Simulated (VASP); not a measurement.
```xyz
5
Lattice="2.0200 1.1662 9.5984 -2.0200 1.1662 9.5984 0.0000 -2.3325 9.5984" Properties=species:S:1:pos:R:3 pbc="T T T"
As     0.0000     0.0000    11.4125
As     0.0000     0.0000    17.3826
Te     0.0000     0.0000     0.0000
Te     0.0000     0.0000     6.1826
Te     0.0000     0.0000    22.6125
```

Method: PBEsol GGA, VASP's PBE PAW potentials (set 64) (plane waves; VASP). Settings: 400 eV cut-off, 7×7×7 Γ-centred mesh, tetrahedra with Blöchl corrections, potentials As Te.

The cores are frozen, which limits the accuracy of field gradients.

Q: Give the principal components of the electric field gradient (V/Å²) and the asymmetry η at each nucleus.

A: 
```csv
atom,Vxx,Vyy,Vzz,η
As1,-5.8,-5.8,11.6,0.00
As2,-5.8,-5.8,11.6,0.00
Te3,-34.9,-34.9,69.8,0.00
Te4,6.7,6.7,-13.3,0.00
Te5,6.7,6.7,-13.3,0.00
```

The structure was generated: Te3As2 was put into the Bi2Te3 type (R-3m), which need not be its known phase. It was relaxed first, which changed the volume by +14 %.
